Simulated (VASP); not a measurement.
Calculation: HSE06 screened hybrid, VASP's PBE PAW potentials (set 64) (plane waves; VASP 6.6.1).

Input for VASP

**INCAR**
```
# general
SYSTEM    =  Ga31As32C
PREC      =  Normal
ENCUT     =  400
LREAL     =  Auto
LASPH     =  .True.
ISYM      =  0
NELECT    =  258.0

# electronic loop
EDIFF     =  1E-5
NELM      =  50
NELMIN    =  4
ALGO      =  Normal
LMAXMIX   =  4

# smearing
ISMEAR    =  0
SIGMA     =  0.05

# functional
GGA       =  PE
LHFCALC   =  .True.
AEXX      =  0.25
HFSCREEN  =  0.2
PRECFOCK  =  Fast

# ions
ISIF      =  0

# output
LWAVE     =  .False.
LCHARG    =  .False.
```

### POSCAR
```
Ga31As32C
1
   11.5222104212     0.0000000000     0.0000000000
    0.0000000000    11.5222104212     0.0000000000
    0.0000000000     0.0000000000    11.5222104212
Ga As C
31 32 1
Direct
  0.4999922056   0.9996410377   0.9996975145
  0.7502123645   0.2495246125   0.0019677812
  0.7500485167   0.0016750568   0.2495942720
  0.9999807803   0.9999077158   0.9999502201
  0.2497085731   0.2495675678   0.9977845743
  0.4999963880   0.4998866531   0.9998720192
  0.7502532293   0.7501483498   0.9979997296
  0.2496135398   0.9976462855   0.2495803439
  0.4987179590   0.2551416632   0.2552767957
  0.7444443733   0.5010288918   0.2554442211
  0.4999917544   0.9997426503   0.4999261534
  0.7442703184   0.2554036930   0.5012399263
  0.7503576500   0.9977956851   0.7502022767
  0.9998540850   0.4998954362   0.9995879090
  0.2496647626   0.7499961136   0.0017002742
  0.9978385701   0.2495311227   0.2496740757
  0.2552001712   0.4985954977   0.2551728417
  0.5010555859   0.7442401044   0.2554478972
  0.9997358930   0.9998651592   0.4999008322
  0.2554116673   0.2551970401   0.4987207435
  0.7443997608   0.7442743363   0.4987458492
  0.2497446801   0.0016335721   0.7500880052
  0.5012097710   0.2552794645   0.7444636109
  0.7444218128   0.4986588587   0.7443800538
  0.0018538318   0.7499635618   0.2495375866
  0.9999107171   0.4998847062   0.4999397290
  0.2553974573   0.7443390985   0.5010011996
  0.0019751244   0.2494591944   0.7500515209
  0.2555274609   0.5010497851   0.7442581266
  0.4988142193   0.7442423955   0.7442740321
  0.9980703293   0.7500493968   0.7502707549
  0.6235718842   0.1278145698   0.1279220957
  0.8718093555   0.3762421592   0.1280591926
  0.8715587418   0.1279979384   0.3762276349
  0.1250845580   0.1250320955   0.1250505258
  0.3746833564   0.3745979587   0.1246351454
  0.6252185844   0.6252032370   0.1247310281
  0.8748619650   0.8748179612   0.1250576019
  0.3746177241   0.1245425145   0.3746187227
  0.6073861583   0.3922560320   0.3923701575
  0.8751681462   0.6251747536   0.3746763721
  0.6253062837   0.1245399717   0.6252887920
  0.8751535162   0.3746103868   0.6252066669
  0.8748868393   0.1250187488   0.8748404167
  0.1279457266   0.6235382615   0.1278014970
  0.3762244863   0.8715609796   0.1279712872
  0.1246763501   0.3745681514   0.3747007651
  0.3922945336   0.6072500327   0.3923341963
  0.6251488982   0.8749735226   0.3746973160
  0.1280864600   0.1278254006   0.6235431411
  0.3924638574   0.3922160729   0.6074186248
  0.6074630257   0.6072410924   0.6073695679
  0.8718393732   0.8716000434   0.6236718379
  0.3762407104   0.1278987315   0.8717269723
  0.6252753905   0.3746140439   0.8751491655
  0.8717315490   0.6236460186   0.8717112088
  0.1279212724   0.8716753567   0.3761817607
  0.1247386271   0.6251958129   0.6251828881
  0.3747433520   0.8749904734   0.6251087404
  0.1281796267   0.3761710703   0.8715747972
  0.3747695935   0.6251650716   0.8750470367
  0.6237271322   0.8715908352   0.8716212406
  0.1250834991   0.8748093639   0.8748224787
  0.4999058709   0.4998816321   0.4998712549
```

KPOINTS:
```
Automatic mesh
0
Gamma
1 1 1
0 0 0
```

POTCAR, in this order: Ga As C (PBE.64 set). Program: vasp_gam. Read from the step before: WAVECAR.

Output

OSZICAR:
```
       N       E                     dE             d eps       ncg     rms          rms(c)
DAV:   1    -0.311902566831E+03   -0.31190E+03   -0.21951E+01   324   0.125E+01    0.135E+01
DAV:   2    -0.312033862010E+03   -0.13130E+00   -0.57349E-01   358   0.116E+00    0.894E+00
DAV:   3    -0.311979189805E+03    0.54672E-01   -0.35104E-02   376   0.333E-01    0.522E+00
DAV:   4    -0.311958464323E+03    0.20725E-01   -0.14853E-02   368   0.203E-01    0.296E+00
DAV:   5    -0.311951989323E+03    0.64750E-02   -0.49099E-03   368   0.111E-01    0.165E+00
DAV:   6    -0.311949815862E+03    0.21735E-02   -0.11524E-03   358   0.587E-02    0.920E-01
DAV:   7    -0.311949068487E+03    0.74737E-03   -0.33616E-04   350   0.354E-02    0.505E-01
DAV:   8    -0.311948835866E+03    0.23262E-03   -0.13615E-04   350   0.229E-02    0.273E-01
DAV:   9    -0.311948771113E+03    0.64752E-04   -0.37228E-05   286   0.124E-02    0.148E-01
DAV:  10    -0.311948756959E+03    0.14154E-04   -0.13533E-05   206   0.787E-03    0.804E-02
DAV:  11    -0.311948757018E+03   -0.59119E-07   -0.56141E-06   200   0.486E-03
   1 F= -.31194876E+03 E0= -.31194876E+03  d E =-.206658E-14
```

File OUTCAR:
```
------------------------ aborting loop because EDIFF is reached ----------------------------------------
  volume of cell :     1529.70
      direct lattice vectors                 reciprocal lattice vectors
    11.522210421  0.000000000  0.000000000     0.086788903  0.000000000  0.000000000
     0.000000000 11.522210421  0.000000000     0.000000000  0.086788903  0.000000000
     0.000000000  0.000000000 11.522210421     0.000000000  0.000000000  0.086788903
  FREE ENERGIE OF THE ION-ELECTRON SYSTEM (eV)
  ---------------------------------------------------
  free  energy   TOTEN  =      -311.9487570183 eV

  energy  without entropy=     -311.9487570183  energy(sigma->0) =     -311.94875702

  exchange ACFDT corr.  =         0.00000000  see jH, gK, PRB 81, 115126
```
(Selected blocks of OUTCAR.)

The cell is charged, with a uniform compensating background. The supercell is sampled at Γ alone, which is coarse: total energies, pressure and levels can be off, energies of defects by several tenths of an eV.

The cell is a supercell with a defect, built from GaAs (zinc blende): C_Ga, charge -1. The cell's shape comes from a PBE relaxation. The run is not spin-polarised, so no state with unpaired spins was tried.
